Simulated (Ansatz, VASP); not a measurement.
This is a calculation of Y3Ge for VASP 6.6.1. The cell comes from a database or a generator and needn't be the stable form of this composition.

Contents of INCAR:

```
SYSTEM = Y3Ge
PREC = Accurate
ENCUT = 600
EDIFF = 1E-7
ISMEAR = -1
SIGMA = 0.05
LREAL = .FALSE.
LASPH = .TRUE.
NELM = 60
ALGO = Normal
ISIF = 3
LWAVE = .FALSE.
LCHARG = .FALSE.
GGA = PS
IBRION = 2
NSW = 40
EDIFFG = -0.01
```

File KPOINTS:

```
Automatic mesh
0
G
  6 6 6
  0 0 0
```

POSCAR

```
Y3Ge
1.0
   -2.2653940000      2.2653940000      5.1970200000
    2.2653940000     -2.2653940000      5.1970200000
    2.2653940000      2.2653940000     -5.1970200000
Y Ge
3 1
Direct
    0.5000000000      0.5000000000      0.0000000000
    0.2500000000      0.7500000000      0.5000000000
    0.7500000000      0.2500000000      0.5000000000
    0.0000000000      0.0000000000      0.0000000000
```

Potentials or basis: VASP PAW PBE potentials, release 64 (Y_sv, Ge_d).

Launch:

```bash
$ cat potpaw_PBE.64/Y_sv/POTCAR potpaw_PBE.64/Ge_d/POTCAR > POTCAR
$ mpirun -np 1 vasp_std > vasp.out
```

**Question.** Set up the same calculation for Ansatz 0.2.0. Potentials or basis there: Ansatz PAW, cutoff 420 eV.

**Answer.** As run (cutoffs and basis follow the program's own potentials, and thresholds, step limits or extra output files can differ):

Contents of input.yaml:

```yaml
crystal:
  lattice:
    - [-2.265394, 2.265394, 5.19702]
    - [2.265394, -2.265394, 5.19702]
    - [2.265394, 2.265394, -5.19702]
  atoms:
    - { symbol: "Y", position: [0.5, 0.5, 0.0] }
    - { symbol: "Y", position: [0.25, 0.75, 0.5] }
    - { symbol: "Y", position: [0.75, 0.25, 0.5] }
    - { symbol: Ge, position: [0.0, 0.0, 0.0] }
hamiltonian:
  xc: pbesol
  pseudopotentials: { kind: paw }
kpoints:
  mp_grid: { grid: [6, 6, 6] }
scf:
  occupations: { method: fermi_dirac, width: 0.05 }
output:
  forces: true
  stress: true
  eigenvalues: true
  write_density: true
  write_potential: true
  elf: true
  volumetric_format: npy
relax:
  f_tol: 0.01
  max_steps: 40
  cell: { stress_tol: 0.05 }
```

Potentials or basis: Ansatz PAW.

Run with:

```bash
$ ansatz run input.yaml --threads 2 --pin off --max-ram 5632MiB --backend cpu --events-out ev --progress --plain --runs-dir out
```

Both were run:

|  | VASP | Ansatz |
| --- | --- | --- |
| Relaxed volume | 25.14 Å³/atom | 25.18 Å³/atom |
| Relaxed cell | a = 5.942 Å, b = 5.942 Å, c = 5.942 Å, α = 135.81°, β = 135.81°, γ = 64.28° | a = 5.951 Å, b = 5.951 Å, c = 5.951 Å, α = 135.89°, β = 135.89°, γ = 64.15° |
| Space group after relaxing | I4/mmm (No. 139) | I4/mmm (No. 139) |
| Pressure after relaxing | 0.0 GPa | 0.0 GPa |

Ansatz's pressure holds a Pulay term of +0.01 GPa for its cutoff of 420 eV, which the other run lacks.

VASP's potentials were made for PBE. Ansatz's potentials were made for PBE.

Where Ansatz's input types no cutoff or centring, it takes its own default and a Γ-centred mesh.

Pressure is positive in compression.
